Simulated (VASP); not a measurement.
A run of VASP 6.6.1 is set up as follows.

INCAR

```
SYSTEM = WC
ALGO = Normal
EDIFF = 1E-6
ENCUT = 520
GGA = PE
ICORELEVEL = 1
ISIF = 2
ISMEAR = 1
LASPH = .True.
LCHARG = .False.
LREAL = .False.
LWAVE = .False.
NELM = 80
PREC = Accurate
SIGMA = 0.1
```

Contents of KPOINTS:

```
k-points
0
Gamma
  15 15 19
  0 0 0
```

Contents of POSCAR:

```
WC
1.0
    2.9239169000      0.0000000000      0.0000000000
   -1.4619590500      2.5321860800      0.0000000000
    0.0000000000      0.0000000000      2.8495700000
W C
1 1
Direct
    0.0000000000      0.0000000000      0.0000000000
    0.6666670000      0.3333340000      0.5000000000
```

Potentials or basis: VASP PAW PBE potentials, release 64 (W_sv, C).

The run is started by

```console
$ cat potpaw_PBE.64/W_sv/POTCAR potpaw_PBE.64/C/POTCAR > POTCAR
$ mpirun -np 1 vasp_std > vasp.out
```

What does it give for the band gap on the k mesh?

None (metal or under the smearing width).

Estimate the pressure.

0.1 GPa.

Stress tensor (GPa, compression positive):
```
 0.18  0.00  0.00
 0.00  0.18  0.00
 0.00  0.00 -0.07
```

Spin-orbit coupling is left out, which matters for the levels of W.
